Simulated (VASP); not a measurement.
# K16S7Br (a cell with a defect) in VASP: single point with PBE

Aim: the single point of K16S7Br (a cell with a defect) with PBE.

Everything below comes from runs of VASP 6.6.1. Logs are shortened: lines on timing, memory, paths and dates and some standing lists are left out, and cuts for length are marked.

## 1. The structure

The cell holds a defect, 24 atoms: a = 10.485 Å, b = 10.485 Å, c = 10.485 Å, α = 60.00°, β = 60.00°, γ = 60.00°.

## 2. Single point, PBE

File INCAR:

```
SYSTEM = K16S7Br
PREC = Accurate
ENCUT = 520
EDIFF = 1E-7
ISMEAR = -1
SIGMA = 0.01
LREAL = Auto
LASPH = .TRUE.
NELM = 60
ALGO = Fast
ISIF = 2
LWAVE = .FALSE.
LCHARG = .FALSE.
GGA = PE
NELECT = 192.0
NBANDS = 114
```

File KPOINTS:

```
regular mesh
0
G
  2 2 2
  0 0 0
```

File POSCAR:

```
K16S7Br
1.0
    0.0000000000      7.4138789226      7.4138789226
    7.4138789226      0.0000000000      7.4138789226
    7.4138789226      7.4138789226      0.0000000000
K Br S
16 1 7
Direct
    0.3772239216      0.3772239216      0.3772239216
    0.3772239216      0.3772239216      0.8683282351
    0.3772239216      0.8683282351      0.3772239216
    0.3964763347      0.8678412218      0.8678412218
    0.8683282351      0.3772239216      0.3772239216
    0.8678412218      0.3964763347      0.8678412218
    0.8678412218      0.8678412218      0.3964763347
    0.8678412218      0.8678412218      0.8678412218
    0.1321587782      0.1321587782      0.1321587782
    0.1321587782      0.1321587782      0.6035236653
    0.1321587782      0.6035236653      0.1321587782
    0.1316717649      0.6227760784      0.6227760784
    0.6035236653      0.1321587782      0.1321587782
    0.6227760784      0.1316717649      0.6227760784
    0.6227760784      0.6227760784      0.1316717649
    0.6227760784      0.6227760784      0.6227760784
    0.0000000000      0.0000000000      0.0000000000
    0.0000000000      0.0000000000      0.5000000000
    0.0000000000      0.5000000000      0.0000000000
    0.0000000000      0.5000000000      0.5000000000
    0.5000000000      0.0000000000      0.0000000000
    0.5000000000      0.0000000000      0.5000000000
    0.5000000000      0.5000000000      0.0000000000
    0.5000000000      0.5000000000      0.5000000000
```

Potentials or basis: VASP PAW PBE potentials, release 64 (K_sv, Br, S).

Launch:

```bash
> cat potpaw_PBE.64/K_sv/POTCAR potpaw_PBE.64/Br/POTCAR potpaw_PBE.64/S/POTCAR > POTCAR
> mpirun -np 1 vasp_std > vasp.out
```

OUTCAR:

```text
SYSTEM = K16S7Br
   PREC = Accurate
   ENCUT = 520
   EDIFF = 1E-7
   ISMEAR = -1
   LREAL = Auto
   LASPH = .TRUE.
   NELM = 60
   ISIF = 2
   GGA = PE
   NELECT = 192.0

 ion  position               nearest neighbor table
   1  0.377  0.377  0.377-  24 3.15  22 3.23  23 3.23  20 3.23  11 3.64  13 3.64  10 3.64  14 3.64
                            15 3.64  12 3.64
   2  0.377  0.377  0.868-  24 3.15  21 3.23  19 3.23  23 3.23   9 3.64  11 3.64  13 3.64  12 3.64
                            14 3.64  16 3.64
   3  0.377  0.868  0.377-  24 3.15  21 3.23  18 3.23  22 3.23   9 3.64  10 3.64  13 3.64  12 3.64
                            15 3.64  16 3.64
   4  0.396  0.868  0.868-  21 3.15  22 3.15  23 3.15  16 3.64  14 3.64  15 3.64
   5  0.868  0.377  0.377-  24 3.15  19 3.23  18 3.23  20 3.23   9 3.64  10 3.64  11 3.64  14 3.64
                            15 3.64  16 3.64
   6  0.868  0.396  0.868-  19 3.15  20 3.15  23 3.15  16 3.64  12 3.64  15 3.64
   7  0.868  0.868  0.396-  18 3.15  20 3.15  22 3.15  16 3.64  12 3.64  14 3.64
   8  0.868  0.868  0.868-  18 3.15  19 3.15  21 3.15  15 3.64  12 3.64  14 3.64
   9  0.132  0.132  0.132-  18 3.15  19 3.15  21 3.15   2 3.64   5 3.64   3 3.64
  10  0.132  0.132  0.604-  18 3.15  20 3.15  22 3.15   1 3.64   5 3.64   3 3.64
  11  0.132  0.604  0.132-  19 3.15  20 3.15  23 3.15   1 3.64   5 3.64   2 3.64
  12  0.132  0.623  0.623-  24 3.15  19 3.23  18 3.23  20 3.23   8 3.64   7 3.64   6 3.64   3 3.64
                             2 3.64   1 3.64
  13  0.604  0.132  0.132-  21 3.15  22 3.15  23 3.15   1 3.64   3 3.64   2 3.64
  14  0.623  0.132  0.623-  24 3.15  21 3.23  18 3.23  22 3.23   8 3.64   7 3.64   4 3.64   2 3.64
                             5 3.64   1 3.64
  15  0.623  0.623  0.132-  24 3.15  21 3.23  19 3.23  23 3.23   8 3.64   6 3.64   4 3.64   3 3.64
                             5 3.64   1 3.64
  16  0.623  0.623  0.623-  24 3.15  22 3.23  23 3.23  20 3.23   4 3.64   6 3.64   7 3.64   3 3.64
                             2 3.64   5 3.64
  17  0.000  0.000  0.000-
  18  0.000  0.000  0.500-   7 3.15  10 3.15   9 3.15   8 3.15   3 3.23   5 3.23  12 3.23  14 3.23

  19  0.000  0.500  0.000-   6 3.15  11 3.15   9 3.15   8 3.15   2 3.23   5 3.23  12 3.23  15 3.23

  20  0.000  0.500  0.500-   6 3.15   7 3.15  10 3.15  11 3.15   1 3.23  16 3.23  12 3.23   5 3.23
[... 5 lines left out ...]
  23  0.500  0.500  0.000-   4 3.15   6 3.15  11 3.15  13 3.15   1 3.23  16 3.23  15 3.23   2 3.23

  24  0.500  0.500  0.500-   2 3.15   3 3.15   5 3.15  12 3.15  14 3.15  15 3.15   1 3.15  16 3.15

  LATTYP: Found a face centered cubic cell.
 ALAT       =    14.8277578452

  Lattice vectors:

 A1 = (   0.0000000000,   7.4138789226,   7.4138789226)
 A2 = (   7.4138789226,   0.0000000000,   7.4138789226)
 A3 = (   7.4138789226,   7.4138789226,   0.0000000000)

Analysis of symmetry for initial positions (statically):
=====================================================================
 Subroutine PRICEL returns:
 Original cell was already a primitive cell.

 Routine SETGRP: Setting up the symmetry group for a
 face centered cubic supercell.

 Subroutine GETGRP returns: Found 48 space group operations
 (whereof 48 operations were pure point group operations)
 out of a pool of 48 trial point group operations.

The static configuration has the point symmetry O_h .

Analysis of symmetry for dynamics (positions and initial velocities):
=====================================================================
 Subroutine PRICEL returns:
 Original cell was already a primitive cell.

 Routine SETGRP: Setting up the symmetry group for a
 face centered cubic supercell.

 Subroutine GETGRP returns: Found 48 space group operations
 (whereof 48 operations were pure point group operations)
 out of a pool of 48 trial point group operations.

The dynamic configuration has the point symmetry O_h .

 Subroutine INISYM returns: Found 48 space group operations
 (whereof 48 operations are pure point group operations),
 and found     1 'primitive' translations

----------------------------------------------------------------------------------------

                                     Primitive cell

  volume of cell :     815.0166

  direct lattice vectors                    reciprocal lattice vectors
     0.000000000  7.413878923  7.413878923    -0.067441080  0.067441080  0.067441080
     7.413878923  0.000000000  7.413878923     0.067441080 -0.067441080  0.067441080
     7.413878923  7.413878923  0.000000000     0.067441080  0.067441080 -0.067441080

  length of vectors
    10.484808122 10.484808122 10.484808122     0.116811377  0.116811377  0.116811377

  position of ions in fractional coordinates (direct lattice)
[... 54 lines left out ...]
 KPOINTS: regular mesh

Automatic generation of k-mesh.
 Grid dimensions read from file:
 generate k-points for:    2    2    2

 Generating k-lattice:

  Cartesian coordinates                     Fractional coordinates (reciprocal lattice)
    -0.033720540  0.033720540  0.033720540     0.500000000  0.000000000  0.000000000
     0.033720540 -0.033720540  0.033720540     0.000000000  0.500000000  0.000000000
     0.033720540  0.033720540 -0.033720540     0.000000000  0.000000000  0.500000000

  Length of vectors
     0.058405688  0.058405688  0.058405688

  Shift w.r.t. Gamma in fractional coordinates (k-lattice)
     0.000000000  0.000000000  0.000000000

 Subroutine IBZKPT returns following result:
 ===========================================

 Found      3 irreducible k-points:

 Following reciprocal coordinates:
            Coordinates               Weight
  0.000000  0.000000  0.000000      1.000000
  0.500000  0.000000  0.000000      4.000000
  0.500000  0.500000  0.000000      3.000000
   k-points           NKPTS =      3   k-points in BZ     NKDIM =      3   number of bands    NBANDS=    114
   number of dos      NEDOS =    301   number of ions     NIONS =     24
   total plane-waves  NPLWV = 512000
   dimension x,y,z NGX =    80 NGY =   80 NGZ =   80
   dimension x,y,z NGXF=   160 NGYF=  160 NGZF=  160
   ions per type =              16   1   7
   NGX,Y,Z   is equivalent  to a cutoff of  12.68, 12.68, 12.68 a.u.
   NGXF,Y,Z  is equivalent  to a cutoff of  25.37, 25.37, 25.37 a.u.
 SYSTEM =  K16S7Br
   PREC   = accura    normal or accurate (medium, high low for compatibility)
   ISTART =      0    job   : 0-new  1-cont  2-samecut
   ICHARG =      2    charge: 1-file 2-atom 10-const
   ISPIN  =      1    spin polarized calculation?
   LNONCOLLINEAR =      F non collinear calculations
   LSORBIT =      F    spin-orbit coupling
   LASPH  =      T    aspherical Exc in radial PAW
   ENCUT  =  520.0 eV  38.22 Ry    6.18 a.u.  19.49 19.49 19.49*2*pi/ulx,y,z
   NELM   =     60;   NELMIN=  2; NELMDL= -5     # of ELM steps
   EDIFF  = 0.1E-06   stopping-criterion for ELM
   LREAL  =      T    real-space projection
   EDIFFG = 0.1E-05   stopping-criterion for IOM
   NSW    =      0    number of steps for IOM
   IBRION =     -1    ionic relax: 0-MD 1-quasi-New 2-CG
   NFREE  =      0    steps in history (QN), initial steepest desc. (CG)
   ISIF   =      2    stress and relaxation
   ISYM   =      2    0-nonsym 1-usesym 2-fastsym
   POTIM  = 0.5000    time-step for ionic-motion
   TEBEG  =    0.0;   TEEND  =   0.0 temperature during run
   PSTRESS=    0.0 pullay stress
   NELECT =     192.0000    total number of electrons
   NUPDOWN=      -1.0000    fix difference up-down
   EMIN   =  10.00;   EMAX   =-10.00  energy-range for DOS
   EFERMI =   0.00;   METHOD = LEGACY
   ISMEAR =    -1;   SIGMA  =   0.01  broadening in eV -4-tet -1-fermi 0-gaus
   EFERMI_NEDOS =   21; number of points for ismear=-14 and -15
   IALGO  =     68    algorithm
   IMIX   =      4    mixing-type and parameters
     AMIX     =   0.40;   BMIX     =  1.00
     AMIX_MAG =   1.60;   BMIX_MAG =  1.00
  volume/ion in A,a.u.               =      33.96       229.17
  Fermi-wavevector in a.u.,A,eV,Ry     =   1.011082  1.910668 13.909059  1.022287
  Thomas-Fermi vector in A             =   2.144110
   LORBIT       =      0    0 simple, 1 ext, 2 COOP (PROOUT), +10 PAW based schemes
   GGA     = PE    functional components
   LHFCALC =     F    Hartree Fock is set to
   AEXX    =    0.0000 exact exchange contribution
   IVDW    =     0    specifies the selected vdW correction
   LEPSILON=     F    determine dielectric tensor
   LRPA    =     F    only Hartree local field effects (RPA)
 non-spin polarized calculation
 RMM-DIIS sequential band-by-band and
  energy-cutoff  :      520.00
  volume of cell :      815.02
 maximum number of plane-waves:     22123
 NGX is ok and might be reduce to    80
   NGX = 39   NGY = 39   NGZ = 39

 number of electron     191.9999999 magnetization

 Free energy of the ion-electron system (eV)
  ---------------------------------------------------
  ext. energy  EPLUGINS =         0.00000000
  ---------------------------------------------------
  free energy    TOTEN  =       -74.70035250 eV

  energy without entropy =      -74.70035250  energy(sigma->0) =      -74.70035250

 E-fermi :   0.1280     XC(G=0):  -7.2826

 val. band max:       -0.1925885750   @ k =   0.0000   0.0000   0.0000
 cond. band min:       2.0190667073   @ k =   0.0000   0.0000   0.0000
 fundamental gap:      2.2116552824
 Fermi energy:         0.1279978765

 k-point     1 :       0.0000    0.0000    0.0000
  band No.  band energies     occupation
      1     -29.5957      2.00000
      2     -29.5848      2.00000
      3     -29.5848      2.00000
      4     -29.5848      2.00000
      5     -29.5776      2.00000
      6     -29.5776      2.00000
[... 322 lines left out ...]
    107       4.8428      0.00000
    108       4.9467      0.00000
 [bands above 108 left out]

------------------------ aborting loop because EDIFF is reached ----------------------------------------

  FORCE on cell =-STRESS in cart. coord.  units (eV):
  Direction    XX          YY          ZZ          XY          YZ          ZX
  --------------------------------------------------------------------------------------
  -------------------------------------------------------------------------------------
  Total        0.2970244      0.2970244      0.2970244      0.0000000      0.0000000     -0.0000000
  in kB        0.5838971      0.5838971      0.5838971      0.0000000      0.0000000     -0.0000000
  external PRESSURE =       0.5838971 kB  Pullay stress =       0.0000000 kB

 VOLUME and BASIS-vectors are now :
 -----------------------------------------------------------------------------
  energy-cutoff  :      520.00
  volume of cell :      815.02
      direct lattice vectors                 reciprocal lattice vectors
     0.000000000  7.413878923  7.413878923    -0.067441080  0.067441080  0.067441080
     7.413878923  0.000000000  7.413878923     0.067441080 -0.067441080  0.067441080
     7.413878923  7.413878923  0.000000000     0.067441080  0.067441080 -0.067441080

 POSITION                                       TOTAL-FORCE (eV/Angst)
 -----------------------------------------------------------------------------------
      5.59338      5.59338      5.59338        -0.002722     -0.002722     -0.002722
      9.23437      9.23437      5.59338         0.002722      0.002722     -0.002722
      9.23437      5.59338      9.23437         0.002722     -0.002722      0.002722
     12.86814      9.37350      9.37350        -0.000840      0.000840      0.000840
      5.59338      9.23437      9.23437        -0.002722      0.002722      0.002722
      9.37350     12.86814      9.37350         0.000840     -0.000840      0.000840
[... 16 lines left out ...]
      3.70694      3.70694      7.41388        -0.000000      0.000000     -0.000000
      7.41388      7.41388      7.41388        -0.000000      0.000000     -0.000000
 -----------------------------------------------------------------------------------
    total drift:                               -0.000000     -0.000000     -0.000000

  FREE ENERGIE OF THE ION-ELECTRON SYSTEM (eV)
  ---------------------------------------------------
  free  energy   TOTEN  =       -74.7003524985 eV

  energy  without entropy=      -74.7003524985  energy(sigma->0) =      -74.70035250
```

Run time: 13 min. Hardware: 1 thread of Intel Xeon 6975P-C (Granite Rapids), shared host; peak memory 1.1 GiB.

What came out:

| Property | Result |
| --- | --- |
| Free energy | -74.7004 eV |
| Largest force | 0.005 eV/Å |
| Band gap on the k mesh | 2.21 eV, direct |

Forces in eV/Å, atoms in the order of the input:
```
K   -0.003 -0.003 -0.003
K    0.003  0.003 -0.003
K    0.003 -0.003  0.003
K   -0.001  0.001  0.001
K   -0.003  0.003  0.003
K    0.001 -0.001  0.001
K    0.001  0.001 -0.001
K   -0.001 -0.001 -0.001
K    0.001  0.001  0.001
K   -0.001 -0.001  0.001
K   -0.001  0.001 -0.001
K    0.003 -0.003 -0.003
K    0.001 -0.001 -0.001
K   -0.003  0.003 -0.003
K   -0.003 -0.003  0.003
K    0.003  0.003  0.003
Br   0.000  0.000  0.000
S    0.000  0.000  0.000
S    0.000  0.000  0.000
S    0.000  0.000  0.000
S    0.000  0.000  0.000
S    0.000  0.000  0.000
S    0.000  0.000  0.000
S    0.000  0.000  0.000
```

Caveat: the cell carries a net charge on a neutralising background, which shifts energy and pressure; the cell is charged against a uniform background, so pressure and absolute levels hang on convention.
